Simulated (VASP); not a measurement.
An input for Quantum ESPRESSO's pw.x (written as the equivalent of a VASP run, and not itself run):

```
&CONTROL
  calculation = 'vc-relax'
  pseudo_dir = './pseudo'
  outdir = './out'
  tprnfor = .true.
  tstress = .true.
  nstep = 40
  forc_conv_thr = 0.00078
/
&SYSTEM
  ibrav = 0
  nat = 2
  ntyp = 1
  ecutwfc = 36
  occupations = 'smearing'
  smearing = 'gaussian'
  degauss = 0.003675
  input_dft = 'pbe'
/
&ELECTRONS
  conv_thr = 7.3e-08
  electron_maxstep = 100
/
&IONS
/
&CELL
  press = 100
/
ATOMIC_SPECIES
  Si 28.085 Si.upf
CELL_PARAMETERS angstrom
     0.0000000    2.6889942    2.6889942
     2.6889942    0.0000000    2.6889942
     2.6889942    2.6889942    0.0000000
ATOMIC_POSITIONS crystal
  Si   0.0000000  0.0000000  0.0000000
  Si   0.2500000  0.2500000  0.2500000
K_POINTS automatic
  9 9 9 0 0 0
```

Problem. Translate this input to VASP (INCAR, KPOINTS, POSCAR, choice of POTCAR).

Solution. This is not unique; one that fits is 
**POSCAR**
```
Si
1
    0.0000000000     2.6889942166     2.6889942166
    2.6889942166     0.0000000000     2.6889942166
    2.6889942166     2.6889942166     0.0000000000
Si
2
Direct
  0.0000000000   0.0000000000   0.0000000000
  0.2500000000   0.2500000000   0.2500000000
```

INCAR:
```
ALGO=Normal
EDIFF=1E-6
EDIFFG=-0.02
ENCUT=500
GGA=PE
IBRION=2
ISIF=3
ISMEAR=0
LASPH=.TRUE.
LCHARG=.FALSE.
LREAL=.FALSE.
LWAVE=.FALSE.
NELM=100
NSW=40
PREC=Accurate
PSTRESS=100
SIGMA=0.05
SYSTEM=Si
```

**KPOINTS**
```
Automatic mesh
0
Gamma
9 9 9
0 0 0
```

POTCAR, in this order: Si (PBE.64 set). Program: vasp_std.

Limits of the translation: the potentials are each code's own (VASP's PAW set, PseudoDojo norm-conserving files in pw.x), so ENCUT and ecutwfc are chosen apart and not converted; conv_thr bounds pw.x's estimated SCF error, while EDIFF bounds the energy change between steps; forc_conv_thr acts on force components and is met together with etot_conv_thr.

The compound is Si in the diamond structure. This run relaxes it under an external pressure of 10 GPa. Symmetry was kept, so distortions that lower it aren't found.
